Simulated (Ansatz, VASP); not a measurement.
**Cross-check of Sb (Antimony) between VASP and Ansatz**

One calculation is typed for both programs; each brings its own data sets. How far apart do they land? The cell is taken from a series of runs on this material, whose earlier steps may have relaxed, scaled, displaced or heated it; both programs get it as it stands.

Calculated with Ansatz 0.2.0; plane waves, with VASP 6.6.1 beside it; relaxation of cell and atoms at LDA.

This is not the structure that Sb takes at ambient pressure and room temperature (space group No. 166); it is a model or a phase of other conditions.

### 1. The starting structure

The structure is cubic, space group Pm-3m (No. 221). Conventional cell: a = 3.041 Å, b = 3.041 Å, c = 3.041 Å, α = 90.00°, β = 90.00°, γ = 90.00°. Nearest to Sb lie 6 Sb at 3.04 Å.

### 2. VASP: relaxation of cell and atoms, LDA

The relaxed volume is the usual yardstick between codes: in a stiff, nearly cubic crystal its relative difference is about their pressure difference at one cell divided by the bulk modulus.

Lines of VASP's logs that name or quote its potential files are left out, and so is its time.

The input, INCAR:

```
SYSTEM = Sb
PREC = Accurate
ENCUT = 500
EDIFF = 1E-07
NELM = 120
ISMEAR = 0
SIGMA = 0.1
LREAL = .FALSE.
ALGO = Normal
GGA = CA
NBANDS = 8
LORBIT = 11
LWAVE = .FALSE.
LCHARG = .FALSE.
ISIF = 3
IBRION = 2
NSW = 80
EDIFFG = -0.005
LASPH = .TRUE.
GGA_COMPAT = .FALSE.
NELMIN = 4
```

The input, POSCAR:

```
Sb
1.0
    3.0411950000      0.0000000000      0.0000000000
    0.0000000000      3.0411950000      0.0000000000
    0.0000000000      0.0000000000      3.0411950000
Sb
1
Direct
    0.0000000000      0.0000000000      0.0000000000
```

The input, KPOINTS:

```
Automatic mesh
0
Gamma
12 12 12
0 0 0
```

Potentials, in the order of the species: Sb (LDA family, release 64).

Command:

```console
mpirun -np 1 vasp_std
```

Numbers of over 12 decimals in the logs are rounded to 6 here.

Output:

```text
[banner, memory and clock lines left out]
running    1 mpi-ranks, on    1 nodes
 distrk:  each k-point on    1 cores,    1 groups
 distr:  one band on    1 cores,    1 groups

 POSCAR found type information on POSCAR Sb
 POSCAR found :  1 types and       1 ions
 LDA part: xc-table for (Slater(with rela. corr.)+CA(PZ))
 , standard interpolation
 POSCAR, INCAR and KPOINTS ok, starting setup
 FFT: planning ... GRIDC
 FFT: planning ... GRID_SOFT
 FFT: planning ... GRID
 WAVECAR not read
 entering main loop
       N       E                     dE             d eps       ncg     rms          rms(c)
DAV:   1     0.516231933858E+01    0.51623E+01   -0.16102E+03  1352   0.393E+02
DAV:   2    -0.467008178881E+01   -0.98324E+01   -0.94247E+01  1984   0.528E+01
DAV:   3    -0.478397947996E+01   -0.11390E+00   -0.11345E+00  1544   0.667E+00
DAV:   4    -0.478447352929E+01   -0.49405E-03   -0.49404E-03  2024   0.533E-01
DAV:   5    -0.478447530812E+01   -0.17788E-05   -0.17787E-05  1704   0.208E-02    0.224E+00
DAV:   6    -0.478073172420E+01    0.37436E-02   -0.25859E-04  1936   0.103E-01    0.133E+00
DAV:   7    -0.477833195591E+01    0.23998E-02   -0.72529E-04  1496   0.166E-01    0.540E-02
DAV:   8    -0.477833999305E+01   -0.80371E-05   -0.16832E-05  1896   0.273E-02    0.415E-03
DAV:   9    -0.477834040149E+01   -0.40845E-06   -0.24934E-07  1792   0.340E-03    0.126E-03
DAV:  10    -0.477834043364E+01   -0.32151E-07   -0.57322E-08  1664   0.123E-03
   1 F= -.47783404E+01 E0= -.47763528E+01  d E =-.477834E+01
 curvature:   0.00 expect dE= 0.000E+00 dE for cont linesearch  0.000E+00
 trial: gam= 0.00000 g(F)=  0.000E+00 g(S)=  0.202E-03 ort = 0.000E+00 (trialstep = 0.100E+01)
 search vector abs. value=  0.202E-03
 bond charge predicted
       N       E                     dE             d eps       ncg     rms          rms(c)
DAV:   1    -0.477858208864E+01   -0.24169E-03   -0.59184E-03  1440   0.330E-01    0.639E-02
DAV:   2    -0.477844797529E+01    0.13411E-03   -0.12289E-04  1448   0.674E-02    0.378E-02
DAV:   3    -0.477837957349E+01    0.68402E-04   -0.14778E-04  1440   0.509E-02    0.111E-02
DAV:   4    -0.477837949877E+01    0.74716E-07   -0.16089E-06  1616   0.941E-03    0.108E-02
DAV:   5    -0.477837918057E+01    0.31821E-06   -0.17854E-07  1432   0.270E-03    0.668E-03
DAV:   6    -0.477837916147E+01    0.19098E-07   -0.70740E-09  1144   0.616E-04
   2 F= -.47783792E+01 E0= -.47763919E+01  d E =-.387278E-04
 trial-energy change:   -0.000039  1 .order   -0.000039   -0.000202    0.000123
 step:   0.6186(harm=  0.6211)  dis= 0.00000  next Energy=    -4.778403 (dE=-0.622E-04)
 bond charge predicted
       N       E                     dE             d eps       ncg     rms          rms(c)
DAV:   1    -0.477843224018E+01   -0.53060E-04   -0.86361E-04  1448   0.126E-01    0.242E-02
DAV:   2    -0.477841270956E+01    0.19531E-04   -0.17868E-05  1432   0.257E-02    0.143E-02
DAV:   3    -0.477840275116E+01    0.99584E-05   -0.21481E-05  1432   0.194E-02    0.428E-03
DAV:   4    -0.477840274146E+01    0.97043E-08   -0.23437E-07  1592   0.358E-03
   3 F= -.47784027E+01 E0= -.47764146E+01  d E =-.623078E-04
 curvature:  -0.31 expect dE=-0.837E-11 dE for cont linesearch -0.837E-11
 trial: gam=-0.00037 g(F)=  0.542E-69 g(S)=  0.270E-10 ort = 0.737E-07 (trialstep = 0.924E+00)
 search vector abs. value=  0.100E-09
 reached required accuracy - stopping structural energy minimisation
```

OUTCAR, selected parts (step 2):

```text
ion  position               nearest neighbor table
   1  0.000  0.000  0.000-

  LATTYP: Found a simple cubic cell.
 ALAT       =     3.0411950000

 Subroutine GETGRP returns: Found 48 space group operations
 (whereof 48 operations were pure point group operations)

The static configuration has the point symmetry O_h .

 Found     84 irreducible k-points:

   k-points           NKPTS =     84   k-points in BZ     NKDIM =     84   number of bands    NBANDS=      8

   dimension x,y,z NGX =    24 NGY =   24 NGZ =   24
   dimension x,y,z NGXF=    48 NGYF=   48 NGZF=   48

   ENCUT  =  500.0 eV  36.75 Ry    6.06 a.u.   5.54  5.54  5.54*2*pi/ulx,y,z

   NELECT =       5.0000    total number of electrons

 k-points in reciprocal lattice and weights: Automatic mesh
   0.00000000  0.00000000  0.00000000       0.001
   0.08333333  0.00000000  0.00000000       0.003
   0.16666667  0.00000000  0.00000000       0.003
   0.25000000  0.00000000  0.00000000       0.003
   0.33333333  0.00000000  0.00000000       0.003
   0.41666667  0.00000000  0.00000000       0.003
   0.50000000  0.00000000  0.00000000       0.002
   0.08333333  0.08333333  0.00000000       0.007
   0.16666667  0.08333333  0.00000000       0.014
[...]
0.50000000  0.50000000  0.41666667       0.003
   0.50000000  0.50000000  0.50000000       0.001

 average (electrostatic) potential at core
       1 -86.0057

 E-fermi :   7.8128

 k-point     1 :       0.0000    0.0000    0.0000
  band No.  band energies     occupation
      1      -5.1244      2.00000
      2      11.0849      0.00000
      3      11.0849      0.00000
      4      11.0849      0.00000
      5      14.6643      0.00000
      6      14.6643      0.00000
    ...

 k-point     2 :       0.0833    0.0000    0.0000
  band No.  band energies     occupation
      1      -5.0181      2.00000
      2       9.8140      0.00000
      3      11.1910      0.00000
      4      11.1910      0.00000
      5      14.7434      0.00000
      6      15.3932      0.00000
    ...

 k-point     3 :       0.1667    0.0000    0.0000
  band No.  band energies     occupation
      1      -4.7027      2.00000
      2       7.6866      1.92567
      3      11.4984      0.00000
      4      11.4984      0.00000
      5      14.9790      0.00000
      6      15.9170      0.00000
      7      19.1646      0.00000
    ...

  Total        0.0000136      0.0000136      0.0000136      0.0000000      0.0000000     -0.0000000
  in kB        0.0007747      0.0007747      0.0007747      0.0000000      0.0000000     -0.0000000
  external PRESSURE =       0.0007747 kB  Pullay stress =       0.0000000 kB

  energy-cutoff  :      500.00
  volume of cell :       28.22
      direct lattice vectors                 reciprocal lattice vectors
     3.044582035 -0.000000000 -0.000000000     0.328452309  0.000000000 -0.000000000
    -0.000000000  3.044582035 -0.000000000     0.000000000  0.328452309 -0.000000000
     0.000000000  0.000000000  3.044582035     0.000000000  0.000000000  0.328452309

 POSITION                                       TOTAL-FORCE (eV/Angst)
 -----------------------------------------------------------------------------------
      0.00000      0.00000      0.00000        -0.000000      0.000000      0.000000
 -----------------------------------------------------------------------------------
    total drift:                               -0.000000      0.000000      0.000000

  FREE ENERGIE OF THE ION-ELECTRON SYSTEM (eV)
  ---------------------------------------------------
  free  energy   TOTEN  =        -4.7784027415 eV

  energy  without entropy=       -4.7744265519  energy(sigma->0) =       -4.77641465

 reached required accuracy - stopping structural energy minimisation

 total charge
# of ion       s       p       d       tot
------------------------------------------
    1        1.220   1.156   0.045   2.421

[... 3 further parts left out ...]
```

CONTCAR:

```
Sb
   1.00000000000000
     3.0445820352379296   -0.0000000000000000   -0.0000000000000000
    -0.0000000000000000    3.0445820352379296   -0.0000000000000000
     0.0000000000000000    0.0000000000000000    3.0445820352379296
  Sb
     1
Direct
     0.0000000000000000    0.0000000000000000    0.0000000000000000
```

### 3. Ansatz: relaxation of cell and atoms, LDA

Ansatz runs on its default PAW (the set named soft_2) files.

The same cell, functional (in two slightly different forms), mesh and smearing now go to Ansatz, which takes its cutoff from its data sets.

The input, input.yaml:

```yaml
crystal:
  lattice:
    - [3.0411949572, 0.0, 0.0]
    - [0.0, 3.0411949572, 0.0]
    - [0.0, 0.0, 3.0411949572]
  atoms:
    - { symbol: Sb, position: [0.0, 0.0, 0.0] }
kpoints:
  mp_grid: { grid: [12, 12, 12] }
hamiltonian:
  xc: lda
scf:
  occupations: { method: gaussian, width: 0.1 }
output:
  forces: true
  stress: true
  eigenvalues: true
  write_density: true
  write_potential: true
  elf: true
  volumetric_format: npy
relax:
  adjacent_minimum: "off"
  f_tol: 0.003
  max_steps: 80
  cell: { stress_tol: 0.03 }
```

Command:

```console
ansatz run input.yaml --threads 4 --pin off --max-ram 8192MiB --backend cpu --events-out ev --progress --plain --runs-dir out
```

Output:

```text
Engine: ansatz 0.2.0, aarch64-unknown-linux-gnu
Pseudopotentials: kind: paw
Pseudopotential: Sb, paw, valence charge 15, recommended cutoff 420 eV (normal), Sb.paw.azcp
Functional definition: SPW92
  exchange = slater_x
  correlation = pw_c
Crystal: 1 atoms, lattice volume = 28.128 Å³
Basis set: ecut = 420 eV, 515 PW (Γ)
Bands: 12, of which v1, the nominal top of the filled ones, is band 8 counted from 1 (7 counted from 0)
Symmetry: 48 space group operations
Space group: Pm-3m (ITA 221), of the structure as read, at distance tolerance 3.0e-5 Å
k-points: 84 of 1728
Non-local potential: Sb, projectors of the file, l = 0: 2, l = 1: 2, l = 2: 2, l = 3: 2
PAW form: soft (Blöchl's): semilocal exchange-correlation on the pseudo side does not see the compensation charge
PAW frozen core: Sb, regenerated for the run's functional, and the local potential with it (the file was generated under x = pbe(κ = 0.804, μ = 0.219515), c = pbe(β = 0.066725))
PAW one-centre angular grid: Sb, 590 points (default); XC on 64 Gauss nodes
Initial density: superposition of atomic densities (neutral atoms: chi_scale 0, normalization atom), corrected by the library's trained network
Initial wavefunctions: pseudopotential atomic-orbital guess
Functional: x = slater, c = lda
SCF iter   1: F=—  HF=-6335.783886 eV  |F-HF|=—  |Δ(HF+E_count)|=         —  Δρ=6.28e-3  dr2=4.16e-3  ethr=1.77e-3  ⟨swp⟩=5.2  Hψ=5989  notcnv=0
preconditioner: auto → none  [metal: Δε(μ)=0.094 eV  Ē_g=12.568 eV  σ=0.100 eV  W_gap=0.45  n_scr=6 (ndim 8)  ℏωp=15.7 eV  f_vac=0.000  D(μ)=0.79/eV (n_scr^D=6)  sad-step TF]
SCF iter   2: F=—  HF=-6335.781416 eV  |F-HF|=—  |Δ(HF+E_count)|=   2.47e-3  Δρ=3.56e-3  dr2=1.39e-3  ethr=2.77e-5  ⟨swp⟩=1.8  Hψ=1809  notcnv=0
SCF iter   3: F=—  HF=-6335.780844 eV  |F-HF|=—  |Δ(HF+E_count)|=   5.72e-4  Δρ=4.19e-4  dr2=2.54e-5  ethr=9.28e-6  ⟨swp⟩=2.0  Hψ=1391  notcnv=0
SCF iter   4: F=—  HF=-6335.780840 eV  |F-HF|=—  |Δ(HF+E_count)|=   4.09e-6  Δρ=3.14e-4  dr2=1.55e-5  ethr=1.70e-7  ⟨swp⟩=2.0  Hψ=1603  notcnv=0
SCF iter   5: F=—  HF=-6335.780831 eV  |F-HF|=—  |Δ(HF+E_count)|=   8.50e-6  Δρ=1.33e-4  dr2=2.66e-6  ethr=1.03e-7  ⟨swp⟩=2.5  Hψ=1596  notcnv=0
SCF iter   6: F=—  HF=-6335.780829 eV  |F-HF|=—  |Δ(HF+E_count)|=   1.64e-6  Δρ=3.29e-5  dr2=1.57e-7  ethr=1.78e-8  ⟨swp⟩=2.0  Hψ=1454  notcnv=0
SCF iter   7: F=-6335.780829 eV  HF=-6335.780829 eV  |F-HF|=9.73e-10  |Δ(HF+E_count)|=   9.17e-8  Δρ=3.21e-6  dr2=1.07e-9  ethr=6.67e-10  ⟨swp⟩=9.8  Hψ=6385  notcnv=0
SCF 1 converged in 7 iterations: F = -6335.780829 eV  dr2 = 1.07e-9
  greatest PAW one-centre occupation: 0.998 electrons in one spin orbital (limit 2), on the Sb atom at site 0 (counted from 0), in its partial waves of l = 2
relax step   1: F+E_penalty+E_count = -6335.78082929 eV  Δ(F+E_penalty+E_count) = +0.000e0 eV  max|allowed force component| = 0.000e0 eV/Å  Δτ_max = 0.0000 Å  P = -0.005 GPa  Ω = 28.128 Å³  (7 SCF iters, dr2 threshold 1.00e-7 eV, accepted)
Initial density: handed on by an earlier stage of this run
Initial wavefunctions: pseudopotential atomic-orbital guess (no wavefunctions were taken with the density)
iter 1 solved again at ethr=2.99e-7 eV; its pass at ethr=3.10e-3 eV (dr2=4.48e-5 eV) is discarded
SCF iter   1: F=—  HF=-6335.780828 eV  |F-HF|=—  |Δ(HF+E_count)|=         —  Δρ=3.88e-6  dr2=1.97e-9  ethr=2.99e-7  ⟨swp⟩=2.9  Hψ=8484  notcnv=0
eigensolver tolerance schedule: the retry pair's looser diagonalisation over-reported the residual by 22719.09 of it (diagonalisation noise at an unbounded share of the residual, at the tolerance the schedule requests for it); recorded, not acted on — ethr = c·dr2/N_el stays at c = 1.0e-1
preconditioner: auto → none  [metal: Δε(μ)=0.093 eV  Ē_g=12.561 eV  σ=0.100 eV  W_gap=0.45  n_scr=6 (ndim 8)  ℏωp=15.7 eV  f_vac=0.000  D(μ)=0.79/eV (n_scr^D=6)]
SCF iter   2: F=—  HF=-6335.780829 eV  |F-HF|=—  |Δ(HF+E_count)|=   8.52e-7  Δρ=1.00e-6  dr2=3.02e-10  ethr=1.32e-11  ⟨swp⟩=3.6  Hψ=2250  notcnv=0
SCF iter   3: F=—  HF=-6335.780829 eV  |F-HF|=—  |Δ(HF+E_count)|=  1.38e-10  Δρ=5.62e-7  dr2=5.20e-11  ethr=2.01e-12  ⟨swp⟩=2.3  Hψ=1639  notcnv=0
SCF iter   4: F=—  HF=-6335.780829 eV  |F-HF|=—  |Δ(HF+E_count)|=  1.27e-11  Δρ=1.26e-7  dr2=4.34e-12  ethr=1.00e-12  ⟨swp⟩=2.0  Hψ=1439  notcnv=0
SCF iter   5: F=-6335.780829 eV  HF=-6335.780829 eV  |F-HF|=1.82e-12  |Δ(HF+E_count)|=  3.64e-12  Δρ=1.84e-8  dr2=1.00e-13  ethr=1.00e-12  ⟨swp⟩=5.7  Hψ=4093  notcnv=0
SCF 2 converged in 5 iterations: F = -6335.780829 eV  dr2 = 1.00e-13
relax step   2: F+E_penalty+E_count = -6335.78082929 eV  Δ(F+E_penalty+E_count) = -3.620e-10 eV  max|allowed force component| = 0.000e0 eV/Å  Δτ_max = 0.0000 Å  P = -0.005 GPa  Ω = 28.128 Å³  stress off target by 5.18e-3 GPa  SCF on the basis re-selected at this cell (its energy is not comparable with the rows above)  (5 SCF iters)
basis re-selected at this cell: Δ(F+E_penalty+E_count) = -3.620e-10 eV, ΔP = +0.000 GPa vs the last step (what re-selecting the basis moved, of the pressure what is left beyond the Pulay correction that the steps carried, after the strain that the cell walked since its last selection, with what the two solves' SCF thresholds leave and, on support functions, any second-order correction that the steps lacked; it is no  [...]
SCF converged after 5 iterations
Free energy (F): -6335.780829 eV
Harris-Foulkes:  -6335.780829 eV  (|F-HF|=1.82e-12)
Internal energy: -6335.776875 eV  (E = F + TS)
E sigma→0 (E₀):  -6335.778852 eV
Entropy (-TS):   -0.003954 eV (-3.954 meV/atom)
Fermi energy:    10.657955 eV
--- Per-component energies (eV) ---
  E_band       = -158.473656
  E_kinetic    = 208.929350
  E_local      = -1530.158741  (includes V_loc(G=0)·N_el)
  E_nonlocal   = 366.394494
  E_hartree    = 694.727277
  E_xc         = -138.319014
  E_vxc        = -97.910134  (∫ρ·V_xc dr)
  E_paw        = -4426.559471  (= ΣΔE_a)
  E_vpaw       = -495.183193  (= ΣTr[D̂ρ^β])
  E_aug_tail   = -0.000002  (compensation charges beyond the density's cutoff)
  E_ewald      = -1511.349591
  E_core_change = 0.558824  (= ΣΔE_core)
  E_smearing   = -0.003954  (= −TS)
  E_closure    = -0.000000  (closes the sum)
  Σ components = -6335.780829   (vs F -6335.780829, Δ=0.00e0)
--- Forces (eV/Å), atoms counted from 1 ---
  atom   1  Sb    -0.00000000     0.00000000     0.00000000
  max |Σ_I F_I| component: 5.26e-31 eV/Å
--- Stress (GPa, compression-positive) ---
       -0.005177      -0.000000       0.000000
       -0.000000      -0.005177       0.000000
        0.000000       0.000000      -0.005177
  P = ⅓ Tr σ = -0.0052 GPa (-0.052 kbar)
--- Band table (eV; the first three rows and the last of 84) ---
  k-point 0: bands = [... 4 lower, -18.3741, -2.3239, 13.9426, 13.9426, 13.9426, 17.8906, 17.8906, 19.0997]
  k-point 1: bands = [... 4 lower, -18.3739, -2.2173, 12.6724, 14.0490, 14.0490, 17.9775, 18.5647, 19.9589]
  k-point 2: bands = [... 4 lower, -18.3731, -1.9008, 10.5360, 14.3576, 14.3576, 18.2378, 18.9830, 22.4515]
  k-point 83: bands = [... 4 lower, -18.2885, 6.1968, 8.8431, 8.8431, 8.8431, 15.4636, 15.4636, 15.4636]
--- Relaxed structure (1 steps of the walk, 1 accepted, 1 SCFs on fresh bases) ---
  F+E_penalty+E_count = -6335.78082929 eV   max|allowed force component| = 0.000e0 eV/Å   (the final SCF, on the basis selected at the relaxed cell)
  cell:  # Å, volume = 28.1276 Å³
    - [3.0411949572, 0.0, 0.0]
    - [0.0, 3.0411949572, 0.0]
    - [0.0, 0.0, 3.0411949572]
  atoms:
    - { symbol: Sb, position: [0.0, 0.0, 0.0] }
```

The column dr2 measures how far the density is from self-consistency, as an energy; F and HF (Harris–Foulkes) agree once it is small.

### 4. Side by side

Known differences besides the potentials themselves: the two LDA forms differ slightly; the data sets hold 15 valence electrons in Ansatz (on its default PAW (the set named soft_2) files) and 5 in VASP; the cutoff is 420 eV in Ansatz and 500 eV in VASP; VASP's log shows a relativistic correction to its local exchange, Ansatz's none; Ansatz adds a Pulay correction to the stress that steers its cell, VASP none. Total energies have different zeros and are not compared.

Compared:

```
                                         quantity  Ansatz   VASP  difference
                                      volume (Å³)   28.13  28.22     -0.33 %
edge a after relaxation, in the typed setting (Å)   3.041  3.045     -0.11 %
```

### 5. Outcome

```yaml
difference_in_volume_relaxation_of_cell_and_atoms_lda: -0.33 %
```

What this shows: The difference in volume is -0.33 % (relaxation of cell and atoms, LDA), within the 1.2 % picked in this series as the mark of a large difference, as far as the stopping tolerances let one tell. The data sets hold unlike numbers of valence electrons (15 in Ansatz and 5 in VASP), so part of the differences comes from the potentials. How closely two codes agree says nothing of how well the functional describes the real material.

[Lines on the potential files, build, host, timing and source positions are cut from VASP's logs without a mark.]

[Logs are printed without paths, hosts, clocks, repeated set-up lines and the standing remarks that a program may print on its own settings, such as how far it seeks lower states.]

[Hosts, paths, dates, database ids (printed as entryN), source tags and the programs' standing remarks are cut or masked in the printed files.]
